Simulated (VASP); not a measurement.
Calculation: PBE GGA, VASP's PBE PAW potentials (set 64) (plane waves; VASP).

VASP ran on this input.

KPOINTS:
```
Automatic mesh
0
Gamma
  15 15 15
0 0 0
```

### INCAR
```
SYSTEM = K
LCHARG = .FALSE.
ISIF = 2
EDIFF = 1E-6
NELM = 100   # most electronic steps
ENCUT = 400   # plane-wave cut-off (eV)
ISMEAR = 1
LREAL = .FALSE.   # projection in real space or not
SIGMA = 0.1   # width (eV)
ALGO = Normal   # blocked Davidson
LWAVE = .FALSE.
PREC = Accurate
GGA = PE   # PBE
LASPH = .TRUE.
```

**POSCAR**
```
K
1
   -2.6928000000     2.6928000000     2.6928000000
    2.6928000000    -2.6928000000     2.6928000000
    2.6928000000     2.6928000000    -2.6928000000
K
1
Direct
  0.0000000000   0.0000000000   0.0000000000
```

POTCAR, in this order: K_sv (PBE.64 set). Program: vasp_std.

Problem. What will the output report for the number of irreducible k-points (NKPTS), number of bands (NBANDS), largest plane-wave count, number of space-group operations, FFT grid (NGX, NGY, NGZ)?

Solution. 
```
Item                                           Value
--------------------------------------  ------------
number of irreducible k-points (NKPTS)           120
number of bands (NBANDS)                           8
largest plane-wave count                        1444
number of space-group operations                  48
FFT grid (NGX, NGY, NGZ)                30 × 30 × 30
```

The compound is K in the bcc structure. The cell was not relaxed at this level. The run is one of a series of settings (KPOINTS 15×15×15 Γ-centred mesh against the base run), some of them coarse on purpose.
